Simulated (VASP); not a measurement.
Level of theory: PBE GGA, VASP's PBE PAW potentials (set 64) (plane waves; VASP).

VASP input:

INCAR:
```
SYSTEM = Co
PREC = Accurate
ENCUT = 400
EDIFF = 1E-7
NELM = 100
ALGO = Normal
LREAL = .FALSE.
LASPH = .TRUE.
ISMEAR = -5
GGA = PE
LMAXMIX = 4
ISPIN = 2
MAGMOM = 1.6 1.6
LORBIT = 11
LWAVE = .FALSE.
LCHARG = .TRUE.
NEDOS = 601
ISIF = 2
```

KPOINTS:
```
Automatic
0
Gamma
 19 19 10
```

### POSCAR
```
Co
1.0
  1.2451398260  -2.1566456721   0.0000000000
  1.2451398260   2.1566456721   0.0000000000
  0.0000000000   0.0000000000   4.0231992265
Co
2
Cart
  1.2451398260   0.7188833285   1.0057998066
  1.2451398260  -0.7188833285   3.0173994199
```

POTCAR, in this order: Co (PBE.64 set). Program: vasp_std.

Task: Estimate the energy per atom (σ→0), cell moment, band gap (on the k-mesh).

Result: 
```json
{
 "energy per atom (σ→0)": "-7.036 eV/atom",
 "cell_moment": "3.18 μB",
 "band gap (on the k-mesh)": "none (metal, semimetal or under 0.01 eV)"
}
```

File OSZICAR:
```
...
DAV:  12    -0.140725646775E+02    0.81364E-06   -0.49830E-06 16361   0.260E-02    0.151E-02
DAV:  13    -0.140725517103E+02    0.12967E-04   -0.23099E-06 20386   0.232E-02    0.954E-03
DAV:  14    -0.140725563436E+02   -0.46332E-05   -0.39141E-07 16262   0.702E-03    0.211E-03
DAV:  15    -0.140725583902E+02   -0.20466E-05   -0.31599E-08  8152   0.315E-03    0.150E-03
DAV:  16    -0.140725577986E+02    0.59161E-06   -0.73278E-09  7935   0.158E-03    0.480E-04
DAV:  17    -0.140725574626E+02    0.33598E-06   -0.16737E-09  7725   0.471E-04    0.380E-05
DAV:  18    -0.140725574454E+02    0.17237E-07   -0.52637E-10  7669   0.251E-04
   1 F= -.14072557E+02 E0= -.14072557E+02  d E =0.000000E+00  mag=     3.1783
```

The compound is Co in the hcp structure. It was relaxed first.
